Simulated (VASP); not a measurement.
```
PtSe2
1.0
    1.93906    -3.35855     0.00000
    1.93906     3.35855     0.00000
    0.00000     0.00000     5.65040
Pt Se
1 2
Direct
  0.00000   0.00000   0.00000
  0.33333   0.66667   0.24153
  0.66667   0.33333   0.75847
```

Level of theory: vdW-DF2, VASP's PBE PAW potentials (set 64) (plane waves; VASP 6.6.1). Settings: 520 eV cut-off, Gaussian smearing of 0.050 eV, potentials Pt Se.

Unless said otherwise, spin-orbit coupling is left out, though it shifts the bands of the heavy elements here.

### Question
Give the energies of bands 3 to 14 at the high-symmetry points, in eV from the valence-band maximum.

### Answer

| band | Γ | M | K | A | L | H |
|---|---|---|---|---|---|---|
| 3 | -5.81 | -6.04 | -5.59 | -5.14 | -6.19 | -5.26 |
| 4 | -5.17 | -4.76 | -4.93 | -5.14 | -4.86 | -5.06 |
| 5 | -5.17 | -4.32 | -4.93 | -4.76 | -4.51 | -5.06 |
| 6 | -3.24 | -3.59 | -3.91 | -3.25 | -4.16 | -3.84 |
| 7 | -3.24 | -2.85 | -3.91 | -3.25 | -2.95 | -3.84 |
| 8 | -2.25 | -2.84 | -3.01 | -2.40 | -2.86 | -3.18 |
| 9 | -0.84 | -2.82 | -2.37 | -1.79 | -2.64 | -2.98 |
| 10 | -0.84 | -2.59 | -1.53 | -1.07 | -2.21 | -2.01 |
| 11 | 0.00 | -2.56 | -1.53 | -1.07 | -1.35 | -2.01 |
| 12 | 1.35 | 0.67 | 0.09 | 1.75 | 1.02 | 1.37 |
| 13 | 1.35 | 1.71 | 0.09 | 1.75 | 1.10 | 1.37 |
| 14 | 3.12 | 4.15 | 3.88 | 4.94 | 3.77 | 5.40 |

The gap is indirect, 0.06 eV, from the valence maximum at Γ to the conduction minimum at K-Γ at 0.11.

The compound is PtSe2 in the 1T layered structure. It was relaxed first, which changed the volume by +20 %.
